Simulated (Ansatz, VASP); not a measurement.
**Cross-check of AlCo between VASP and Ansatz**

Wanted: the spread between two codes on one cell, functional and k mesh. The cell is taken from a series of runs on this material, whose earlier steps may have relaxed, scaled, displaced or heated it; both programs get it as it stands.

Program: Ansatz 0.2.0. Level of theory: plane waves, with VASP 6.6.1 beside it; zone-centre phonons at LDA. Results are calculated unless marked as measured.

### Step 1. The structure

It takes space group Pm-3m (No. 221, cubic). The conventional cell has a = 2.697 Å, b = 2.697 Å, c = 2.697 Å, α = 90.00°, β = 90.00°, γ = 90.00°. Nearest to Al lie 8 Co at 2.34 Å. Nearest to Co lie 8 Al at 2.34 Å. Farther neighbours are not listed.

As a file:

```xyz
2
Lattice="2.6969 0.0000 0.0000 0.0000 2.6969 0.0000 0.0000 0.0000 2.6969" Properties=species:S:1:pos:R:3 pbc="T T T"
Al    0.0000    0.0000    0.0000
Co    1.3485    1.3485    1.3485
```

### Step 2. VASP: zone-centre phonons, LDA, pair 1

Second derivatives magnify differences that forces hide, and they need a tight electronic threshold.

Lines of VASP's logs that name or quote its potential files are left out, and so is its time.

INCAR

```
SYSTEM = AlCo
PREC = Accurate
ENCUT = 600
EDIFF = 1E-08
NELM = 120
ISMEAR = 1
SIGMA = 0.2
LREAL = .FALSE.
ALGO = Normal
GGA = CA
NBANDS = 12
LASPH = .TRUE.
LORBIT = 11
LWAVE = .FALSE.
LCHARG = .FALSE.
ISIF = 2
IBRION = 8
GGA_COMPAT = .FALSE.
KPAR = 2
```

POSCAR

```
AlCo
1.0
    2.6969345161      0.0000000000      0.0000000000
    0.0000000000      2.6969345161      0.0000000000
    0.0000000000      0.0000000000      2.6969345161
Al Co
1 1
Direct
    0.0000000000      0.0000000000      0.0000000000
    0.5000000000      0.5000000000      0.5000000000
```

KPOINTS

```
Automatic mesh
0
Gamma
16 16 16
0 0 0
```

The projector-augmented-wave data sets are Al and Co (LDA family, release 64).

Run with:

```sh
> mpirun -np 2 vasp_std
```

Numbers of over 12 decimals in the logs are rounded to 6 here.

Output:

```text
[banner, memory and clock lines left out]
running    2 mpi-ranks, on    1 nodes
 distrk:  each k-point on    1 cores,    2 groups
 distr:  one band on    1 cores,    1 groups

 POSCAR found type information on POSCAR AlCo
 POSCAR found :  2 types and       2 ions
 LDA part: xc-table for (Slater(with rela. corr.)+CA(PZ))
 , standard interpolation
 POSCAR, INCAR and KPOINTS ok, starting setup
 FFT: planning ... GRIDC
 FFT: planning ... GRID_SOFT
 FFT: planning ... GRID
 WAVECAR not read
 entering main loop
       N       E                     dE             d eps       ncg     rms          rms(c)
DAV:   1     0.415767951646E+02    0.41577E+02   -0.60176E+03  4016   0.125E+03
DAV:   2    -0.133642390181E+02   -0.54941E+02   -0.50532E+02  4040   0.201E+02
DAV:   3    -0.151967268806E+02   -0.18325E+01   -0.18190E+01  4692   0.431E+01
DAV:   4    -0.152221078175E+02   -0.25381E-01   -0.25374E-01  4476   0.452E+00
DAV:   5    -0.152228233195E+02   -0.71550E-03   -0.71548E-03  4756   0.838E-01    0.139E+01
DAV:   6    -0.166445565711E+02   -0.14217E+01   -0.47094E+01  4432   0.102E+02    0.139E+01
DAV:   7    -0.136012159464E+02    0.30433E+01   -0.21546E+01  4444   0.644E+01    0.231E+00
DAV:   8    -0.135467032827E+02    0.54513E-01   -0.17270E-01  4600   0.373E+00    0.110E+00
DAV:   9    -0.135318583823E+02    0.14845E-01   -0.22412E-02  5752   0.196E+00    0.260E-01
DAV:  10    -0.135315556035E+02    0.30278E-03   -0.31494E-04  4552   0.178E-01    0.157E-01
DAV:  11    -0.135315329345E+02    0.22669E-04   -0.22709E-05  4648   0.368E-02    0.113E-02
DAV:  12    -0.135315325289E+02    0.40559E-06   -0.21757E-06  5428   0.183E-02    0.646E-03
DAV:  13    -0.135315325254E+02    0.34951E-08   -0.84826E-08  4700   0.238E-03
   1 F= -.13531533E+02 E0= -.13532191E+02  d E =0.197608E-02
 Linear response reoptimize wavefunctions to high precision
DAV:   1    -0.135315325253E+02    0.81172E-10   -0.23014E-09  4056   0.480E-04
DAV:   2    -0.135315325254E+02   -0.31150E-10   -0.79717E-11  2500   0.903E-05
 Linear response DOF=           2
 Linear response progress:
  Degree of freedom:   1/  2
       N       E                     dE             d eps       ncg     rms          rms(c)
RMM:   1    -0.642410369854E-02   -0.64241E-02    0.37050E-04 20987   0.691E-01
RMM:   2    -0.609189694232E-02    0.33221E-03   -0.64083E-05 14458   0.242E-01    0.663E-02
RMM:   3    -0.606614340527E-02    0.25754E-04   -0.12658E-04 15770   0.922E-02    0.325E-02
RMM:   4    -0.614623618246E-02   -0.80093E-04   -0.53458E-05 15764   0.561E-02    0.590E-03
RMM:   5    -0.615432791523E-02   -0.80917E-05   -0.45147E-06 16191   0.140E-02    0.243E-03
RMM:   6    -0.615649446123E-02   -0.21665E-05   -0.19080E-07 16011   0.352E-03    0.892E-04
RMM:   7    -0.615668227661E-02   -0.18782E-06   -0.17492E-08 15126   0.169E-03    0.568E-04
RMM:   8    -0.615688866574E-02   -0.20639E-06   -0.70230E-09 17495   0.517E-04    0.303E-04
RMM:   9    -0.615696381663E-02   -0.75151E-07    0.84797E-10 16917   0.183E-04    0.140E-05
RMM:  10    -0.615695519240E-02    0.86242E-08    0.18206E-10 17512   0.584E-05    0.223E-05
 first order change of Fermi-energy   0.49252E-04
 force on displaced ion       1 direction 1 : -11.769  -0.000   0.000
 Linear response progress:
  Degree of freedom:   2/  2
       N       E                     dE             d eps       ncg     rms          rms(c)
RMM:   1    -0.169858852497E+00   -0.16986E+00   -0.10196E-01 14332   0.267E+00
RMM:   2    -0.169681837553E+00    0.17701E-03   -0.29887E-03 14648   0.583E-01    0.175E-01
RMM:   3    -0.169592416270E+00    0.89421E-04   -0.21402E-04 15424   0.123E-01    0.105E-01
RMM:   4    -0.169982328555E+00   -0.38991E-03   -0.23020E-04 16430   0.114E-01    0.749E-03
RMM:   5    -0.169952863348E+00    0.29465E-04   -0.63452E-06 16809   0.264E-02    0.583E-03
RMM:   6    -0.169943146831E+00    0.97165E-05   -0.48352E-07 15293   0.831E-03    0.405E-03
RMM:   7    -0.169916010340E+00    0.27136E-04   -0.10167E-07 15744   0.357E-03    0.191E-04
RMM:   8    -0.169913959789E+00    0.20506E-05   -0.14232E-08 17784   0.889E-04    0.782E-05
RMM:   9    -0.169914434493E+00   -0.47470E-06   -0.49363E-09 17839   0.270E-04    0.313E-05
RMM:  10    -0.169914230471E+00    0.20402E-06   -0.36922E-09 17994   0.109E-04    0.901E-06
RMM:  11    -0.169914280236E+00   -0.49765E-07   -0.38507E-09 18323   0.566E-05    0.470E-06
RMM:  12    -0.169914284497E+00   -0.42606E-08   -0.37325E-09 18716   0.372E-05    0.693E-07
 first order change of Fermi-energy   0.29372E-02
 force on displaced ion       2 direction 1 : -11.782   0.000  -0.000
 Linear response finished
```

OUTCAR, selected parts (step 2):

```text
ion  position               nearest neighbor table
   1  0.000  0.000  0.000-   2 2.34   2 2.34   2 2.34   2 2.34   2 2.34   2 2.34   2 2.34   2 2.34

  LATTYP: Found a simple cubic cell.
 ALAT       =     2.6969345161

 Subroutine GETGRP returns: Found 48 space group operations
 (whereof 48 operations were pure point group operations)

The static configuration has the point symmetry O_h .

 Found    165 irreducible k-points:

   k-points           NKPTS =    165   k-points in BZ     NKDIM =    165   number of bands    NBANDS=     12

   dimension x,y,z NGX =    24 NGY =   24 NGZ =   24
   dimension x,y,z NGXF=    48 NGYF=   48 NGZF=   48

   ENCUT  =  600.0 eV  44.10 Ry    6.64 a.u.   5.39  5.39  5.39*2*pi/ulx,y,z

   NELECT =      12.0000    total number of electrons

 k-points in reciprocal lattice and weights: Automatic mesh
   0.00000000  0.00000000  0.00000000       0.000
   0.06250000  0.00000000  0.00000000       0.001
   0.12500000  0.00000000  0.00000000       0.001
   0.18750000  0.00000000  0.00000000       0.001
   0.25000000  0.00000000  0.00000000       0.001
   0.31250000  0.00000000  0.00000000       0.001
   0.37500000  0.00000000  0.00000000       0.001
   0.43750000  0.00000000  0.00000000       0.001
   0.50000000  0.00000000  0.00000000       0.001
[...]
0.50000000  0.50000000  0.43750000       0.001
   0.50000000  0.50000000  0.50000000       0.000

 average (electrostatic) potential at core
       1 -64.9104       2 -75.5912

  Total        3.4229974      3.4229974      3.4229974     -0.0000000      0.0000000      0.0000000
  in kB      279.5799033    279.5799033    279.5799033     -0.0000000      0.0000000      0.0000000
  external PRESSURE =     279.5799033 kB  Pullay stress =       0.0000000 kB

  energy-cutoff  :      600.00
  volume of cell :       19.62
      direct lattice vectors                 reciprocal lattice vectors
     2.696934516  0.000000000  0.000000000     0.370791354  0.000000000  0.000000000
     0.000000000  2.696934516  0.000000000     0.000000000  0.370791354  0.000000000
     0.000000000  0.000000000  2.696934516     0.000000000  0.000000000  0.370791354

 POSITION                                       TOTAL-FORCE (eV/Angst)
 -----------------------------------------------------------------------------------
      0.00000      0.00000      0.00000         0.000000      0.000000      0.000000
      1.34847      1.34847      1.34847         0.000000      0.000000      0.000000
 -----------------------------------------------------------------------------------
    total drift:                                0.000000     -0.000000     -0.000000

 Eigenvectors and eigenvalues of the dynamical matrix
 ----------------------------------------------------

   1 f  =   12.468667 THz    78.342945 2PiTHz  415.909962 cm-1    51.566240 meV
             X         Y         Z           dx          dy          dz
      0.000000  0.000000  0.000000    -0.828079    0.000000   -0.000000
      1.348467  1.348467  1.348467     0.560612   -0.000000    0.000000

   2 f  =   12.468667 THz    78.342945 2PiTHz  415.909962 cm-1    51.566240 meV
             X         Y         Z           dx          dy          dz
      0.000000  0.000000  0.000000    -0.000000   -0.585540    0.585540
      1.348467  1.348467  1.348467    -0.000000    0.396413   -0.396413

   3 f  =   12.468667 THz    78.342945 2PiTHz  415.909962 cm-1    51.566240 meV
             X         Y         Z           dx          dy          dz
      0.000000  0.000000  0.000000    -0.000000   -0.585540   -0.585540
      1.348467  1.348467  1.348467     0.000000    0.396413    0.396413

   4 f/i=    0.003215 THz     0.020199 2PiTHz    0.107233 cm-1     0.013295 meV
             X         Y         Z           dx          dy          dz
      0.000000  0.000000  0.000000    -0.000000    0.367330    0.423502
      1.348467  1.348467  1.348467     0.000000    0.542583    0.625554

   5 f/i=    0.003215 THz     0.020199 2PiTHz    0.107233 cm-1     0.013295 meV
             X         Y         Z           dx          dy          dz
      0.000000  0.000000  0.000000    -0.560612    0.000000   -0.000000
      1.348467  1.348467  1.348467    -0.828079   -0.000000    0.000000

   6 f/i=    0.003215 THz     0.020199 2PiTHz    0.107233 cm-1     0.013295 meV
             X         Y         Z           dx          dy          dz
      0.000000  0.000000  0.000000     0.000000   -0.423502    0.367330
      1.348467  1.348467  1.348467    -0.000000   -0.625554    0.542583

 ELASTIC MODULI CONTR FROM IONIC RELAXATION (kBar)
 Direction    XX          YY          ZZ          XY          YZ          ZX
 --------------------------------------------------------------------------------
 XX           0.0000      0.0000      0.0000      0.0000      0.0000      0.0000
 YY           0.0000      0.0000      0.0000      0.0000      0.0000      0.0000
 ZZ           0.0000      0.0000      0.0000      0.0000      0.0000      0.0000
 XY           0.0000      0.0000      0.0000      0.0000      0.0000      0.0000
 YZ           0.0000      0.0000      0.0000      0.0000      0.0000      0.0000
 ZX           0.0000      0.0000      0.0000      0.0000      0.0000      0.0000
 --------------------------------------------------------------------------------
```

### Step 3. Ansatz: zone-centre phonons, LDA, pair 1

Ansatz runs on its PAW soft_1 files.

The same cell, functional (in two slightly different forms), mesh and smearing now go to Ansatz, which takes its cutoff from its data sets.

input.yaml

```yaml
crystal:
  lattice:
    - [2.6969345161, 0.0, 0.0]
    - [0.0, 2.6969345161, 0.0]
    - [0.0, 0.0, 2.6969345161]
  atoms:
    - { symbol: Al, position: [0.0, 0.0, 0.0] }
    - { symbol: Co, position: [0.5, 0.5, 0.5] }
kpoints:
  mp_grid: { grid: [16, 16, 16] }
hamiltonian:
  xc: lda
  pseudopotentials: { kind: paw, azcp: { folder: soft_1 }, xc_functional: pbe }
scf:
  occupations: { method: methfessel_paxton, width: 0.2 }
output:
  eigenvalues: true
phonons:
  method: dfpt
```

Run with:

```sh
> ansatz run input.yaml --threads 4 --pin off --max-ram 10240MiB --backend cpu --events-out ev --progress --plain --runs-dir out
```

Output:

```text
Engine: ansatz 0.2.0, aarch64-unknown-linux-gnu
Pseudopotentials: kind: paw
Pseudopotential: Al, paw, valence charge 3, recommended cutoff 420 eV (normal), soft_1/Al.paw.azcp
Pseudopotential: Co, paw, valence charge 17, recommended cutoff 420 eV (normal), soft_1/Co.paw.azcp
Functional definition: SPW92
  exchange = slater_x
  correlation = pw_c
Crystal: 2 atoms, lattice volume = 19.616 Å³
Basis set: ecut = 420 eV, 389 PW (Γ), exchange–correlation on 40×40×40 points (8 copies of the dense FFT grid, shifted against one another)
Bands: 14, of which v1, the nominal top of the filled ones, is band 10 counted from 1 (9 counted from 0)
Symmetry: 48 space group operations
k-points: 405 of 4096 (irreducible under 8 space group operations, time reversal used)
Non-local potential: Al, projectors of the file, l = 0: 2, l = 1: 2, l = 2: 1
Non-local potential: Co, projectors of the file, l = 0: 3, l = 1: 2, l = 2: 3, l = 3: 1
PAW form: soft (Blöchl's): semilocal exchange-correlation on the pseudo side does not see the compensation charge
PAW frozen core: Al, regenerated for the run's functional, and the local potential with it (the file was generated under x = pbe(κ = 0.804, μ = 0.219515), c = pbe(β = 0.066725))
PAW frozen core: Co, regenerated for the run's functional, and the local potential with it (the file was generated under x = pbe(κ = 0.804, μ = 0.219515), c = pbe(β = 0.066725))
PAW one-centre angular grid: Al, 110 points (default); XC on 64 Gauss nodes
PAW one-centre angular grid: Co, 590 points (default); XC on 64 Gauss nodes
Initial density: superposition of atomic densities (chi_scale 0.1, normalization cell, long waves kept (reshape's long-wave potential 0.00 eV rms))
Initial wavefunctions: pseudopotential atomic-orbital guess
Functional: x = slater, c = lda
SCF iter   1: F=—  HF=-5577.054228 eV  |F-HF|=—  |Δ(HF+E_count)|=         —  Δρ=5.67e-2  dr2=5.12e-1  ethr=3.10e-3  ⟨swp⟩=4.2  Hψ=26005  notcnv=0
preconditioner: auto → none  [metal: Δε(μ)=0.019 eV  Ē_g=9.717 eV  σ=0.200 eV  W_gap=0.08  n_scr=6 (ndim 8)  ℏωp=29.0 eV  f_vac=0.000  D(μ)=0.60/eV (n_scr^D=6)  sad-step TF]
SCF iter   2: F=—  HF=-5576.998097 eV  |F-HF|=—  |Δ(HF+E_count)|=   5.61e-2  S|Δr|=    0.00e0  Δρ=6.81e-2  dr2=7.82e-1  ethr=2.56e-3  ⟨swp⟩=1.3  Hψ=9030  notcnv=0
SCF iter   3: F=—  HF=-5576.837550 eV  |F-HF|=—  |Δ(HF+E_count)|=   1.61e-1  S|Δr|=    0.00e0  Δρ=1.48e-2  dr2=3.19e-2  ethr=2.56e-3  ⟨swp⟩=2.1  Hψ=7694  notcnv=0
SCF iter   4: F=—  HF=-5576.831318 eV  |F-HF|=—  |Δ(HF+E_count)|=   6.23e-3  S|Δr|=    0.00e0  Δρ=1.05e-3  dr2=1.66e-4  ethr=1.60e-4  ⟨swp⟩=1.2  Hψ=8547  notcnv=0  defer=7
SCF iter   5: F=—  HF=-5576.831320 eV  |F-HF|=—  |Δ(HF+E_count)|=   2.58e-6  S|Δr|=    0.00e0  Δρ=7.29e-5  dr2=8.58e-7  ethr=8.30e-7  ⟨swp⟩=2.3  Hψ=8045  notcnv=0  defer=7
SCF iter   6: F=—  HF=-5576.831317 eV  |F-HF|=—  |Δ(HF+E_count)|=   2.91e-6  S|Δr|=    0.00e0  Δρ=6.35e-6  dr2=4.67e-9  ethr=4.29e-9  ⟨swp⟩=2.1  Hψ=7616  notcnv=0  defer=10
SCF iter   7: F=—  HF=-5576.831317 eV  |F-HF|=—  |Δ(HF+E_count)|=   1.65e-9  S|Δr|=    0.00e0  Δρ=1.33e-6  dr2=2.16e-10  ethr=2.33e-11  ⟨swp⟩=2.2  Hψ=9754  notcnv=0  defer=10
SCF iter   8: F=-5576.831317 eV  HF=-5576.831317 eV  |F-HF|=1.82e-12  |Δ(HF+E_count)|=  7.46e-11  S|Δr|=    0.00e0  Δρ=9.97e-8  dr2=1.15e-12  ethr=1.00e-12  ⟨swp⟩=6.0  Hψ=26482  notcnv=0
SCF 1 converged in 8 iterations: F = -5576.831317 eV  dr2 = 1.15e-12
  greatest PAW one-centre occupation: 1.002 electrons in one spin orbital (limit 2), on the Co atom at site 1 (counted from 0), in its partial waves of l = 1
DFPT response loops at Γ: preconditioner auto → Kerker (q_TF=auto, 2.737 Å⁻¹) (partly filled bands, converged f_vac=0.000); β = 1.00, the filter's whole step (`scf.mixing.beta` (0.50) is not read by the response loops under this deck's `scf.mixing.preconditioner`; to damp them name `kerker` or `kerker_dos`, under which they read `scf.mixing.beta`, and type it under 1.00, their step now; both keys bind the ground state too); Broyden in place of MSR1
SCF converged after 8 iterations
Stability not checked: this state was not tested for a lower state beside it, because cold or Methfessel-Paxton smearing, or corrected tetrahedra, fill the levels in a way that the test cannot read (fill_not_monotonic; see scf.lower_state_search)
Free energy (F): -5576.831317 eV
Harris-Foulkes:  -5576.831317 eV  (|F-HF|=1.82e-12)
Internal energy: -5576.833365 eV  (E = F + TS)
E sigma→0 (E₀):  -5576.831829 eV
Entropy (-TS):   0.002048 eV (1.024 meV/atom)
Fermi energy:    17.223737 eV
Step filling:    the computed levels leave a gap of 0.0192 eV = 0.1 smearing widths at the electron count; against every level under it full and every level over it empty, smearing changes F+E_penalty+E_count by +0.400 meV and its σ→0 estimate by -0.112 meV
--- Per-component energies (eV) ---
  E_band       = -234.105893
  E_kinetic    = 329.523275
  E_local      = -3290.990416  (includes V_loc(G=0)·N_el)
  E_nonlocal   = 455.588578
  E_hartree    = 1498.758544
  E_xc         = -134.546960
  E_vxc        = -154.927084  (∫ρ·V_xc dr)
  E_paw        = -1960.058199  (= ΣΔE_a)
  E_vpaw       = -570.817377  (= ΣTr[D̂ρ^β])
  E_aug_tail   = -0.000035  (compensation charges beyond the density's cutoff)
  E_ewald      = -2475.582122
  E_core_change = 0.473968  (= ΣΔE_core)
  E_smearing   = 0.002048  (= −TS)
  E_closure    = 0.000000  (closes the sum)
  Σ components = -5576.831317   (vs F -5576.831317, Δ=0.00e0)
--- Band table (eV; the first three rows and the last of 405) ---
  k-point 0: bands = [... 6 lower, 13.3631, 16.1767, 16.1767, 16.1767, 24.0282, 24.0282, 24.0282, 26.6705]
  k-point 1: bands = [... 6 lower, 13.3891, 16.1263, 16.1263, 16.1824, 23.1921, 24.1441, 24.1441, 26.6439]
  k-point 2: bands = [... 6 lower, 13.4639, 15.9878, 15.9878, 16.1986, 21.7484, 24.4792, 24.4792, 26.5655]
  k-point 404: bands = [... 6 lower, 12.4397, 16.9291, 16.9291, 19.6061, 19.6061, 19.6061, 22.8648, 23.5857]
--- Phonons (Γ-DFPT): 2 representative perturbations + reference, on 405 of 4096 k-points (Σ response iterations 6) ---
  k mesh reduced under 8 symmetry operations, with k and −k counted as one. Each operation leaves every solved perturbation unchanged. A smaller set is not used because it would not reduce the number of displacements times k-points to solve
  ASR residual: 6.066e-5 → 0.000e0 eV/Å²; symmetrization residual: 1.928e-8 eV/Å²
  ASR residual per site (eV/Å²): 5.43e-6 6.07e-5
  Γ frequencies (cm⁻¹): 0.00 0.00 0.00 413.45 413.45 413.45
  non-analytic LO–TO correction: not included (Born effective charges unavailable; polar crystals: no LO–TO splitting at Γ)
```

In the SCF lines HF is the Harris–Foulkes energy and dr2 the Hartree energy of the density residual, in eV; the loop may stop once dr2 is under the threshold and the program's other checks hold. Hψ counts applications of the Hamiltonian.

### Step 4. Differences

Known differences besides the potentials themselves: the two LDA forms differ slightly; the data sets hold 20 valence electrons in Ansatz (on its PAW soft_1 files) and 12 in VASP; the cutoff is 420 eV in Ansatz and 600 eV in VASP; VASP's log shows a relativistic correction to its local exchange, Ansatz's none. Total energies have different zeros and are not compared.

Compared:

| quantity | Ansatz | VASP | difference |
| --- | --- | --- | --- |
| optical mode 1 to 3 (cm⁻¹) | 413.4 | 415.9 | -0.59 % |

Modes are paired by rising frequency, not by their patterns, so a pair may set unlike modes beside each other; they are those without the splitting of longitudinal modes.

[end of part 1 of 2]

[Lines on the potential files, build, host, timing and source positions are cut from VASP's logs without a mark.]

[Logs are printed without paths, hosts, clocks, repeated set-up lines and the standing remarks that a program may print on its own settings, such as how far it seeks lower states.]

[Hosts, paths, dates, database ids (printed as entryN), source tags and the programs' standing remarks are cut or masked in the printed files.]
